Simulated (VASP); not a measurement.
Ir:

```
Ir
1.0
     0.00000    1.91500    1.91500
     1.91500    0.00000    1.91500
     1.91500    1.91500    0.00000
Ir
1
Cartesian
  0.0000 0.0000 0.0000
```

The cell was built by a generator and needn't be a form met in nature.

* Program: VASP 6.6.1
* Task: relaxation of cell and atoms
* Functional: r2SCAN
* Dispersion: rVV10
* Potentials or basis: VASP PAW PBE potentials, release 64 (Ir)
* Cutoff: 600 eV
* k mesh: 18 × 18 × 18
* Occupations: methfessel-paxton, width 0.1 eV
* Spin: no spin polarisation

At the start: pressure 5.2 GPa; volume 14.05 Å³/atom.

Problem. How do energy, volume and symmetry change on relaxing?

Solution. Over 4 steps the energy falls by 2.8 meV/atom and the volume is 14.23 Å³/atom (+1.3 %); space group Fm-3m (No. 225, to 0.05 Å).

Step by step:
```
step  energy change (eV)  largest force (eV/Å)  pressure (GPa)  volume (Å³)
   1              0.0000                0.0000            5.16        14.05
   2              0.0412                0.0000          -17.57        14.98
   3             -0.0028                0.0000           -0.12        14.23
   4             -0.0028                0.0000            0.00        14.23
```

Final structure:
```
CELL_PARAMETERS angstrom
0.00000 1.92316 1.92316
1.92316 0.00000 1.92316
1.92316 1.92316 0.00000
ATOMIC_POSITIONS crystal
Ir 0.00000 0.00000 0.00000
```

Caveat: the PAW data sets were made with another functional, which shifts forces and pressure a little.
